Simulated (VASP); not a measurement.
Given:

```yaml
crystal:
  lattice:
    - [-1.42737, 1.42737, 1.42737]
    - [1.42737, -1.42737, 1.42737]
    - [1.42737, 1.42737, -1.42737]
  atoms:
    - { symbol: Fe, position: [0.00000, 0.00000, 0.00000], spin: 2.7 }
```

Computed with r2SCAN meta-GGA, VASP's PBE PAW potentials (set 64) (plane waves; VASP). Settings: 480 eV cut-off, 16×16×16 Γ-centred mesh, first-order Methfessel-Paxton smearing of 0.10 eV, potentials Fe.

Each row applies one change to this cell, which was relaxed at other settings and keeps the small stress of the first row; at a fixed cut-off the stress holds a Pulay part, so it need not integrate to ΔE exactly. Stress is in GPa, positive when the cell is compressed.

```
change                                    ΔE (meV/atom)    σxx    σyy    σzz  largest shear component, with its sign (GPa)  largest force (eV/Å)  moment (μB)
----------------------------------------  -------------  -----  -----  -----  --------------------------------------------  --------------------  -----------
none                                                0.0   0.59   0.59   0.59                                          0.00                 0.000         2.59
biaxial strain of +1.0 % in the yz plane            1.5  -2.05  -2.41  -2.41                                          0.00                 0.000         2.64
isotropic strain of +1.5 %                          8.9  -6.07  -6.07  -6.07                                          0.00                 0.000         2.67
isotropic strain of -4.0 %                        122.8  24.63  24.63  24.63                                          0.00                 0.000         2.29
uniaxial strain of +1.0 % along z                   0.4  -0.78  -0.78  -1.20                                          0.00                 0.000         2.61
biaxial strain of -2.0 % in the xy plane           15.3  10.03  10.03   8.66                                          0.00                 0.000         2.57
```

Failed runs are left out, and for metals the shear rows, which the mesh's noise covers.

The compound is Fe in the bcc structure. The spin order is the one that the start imposed; others were not tried in this run.
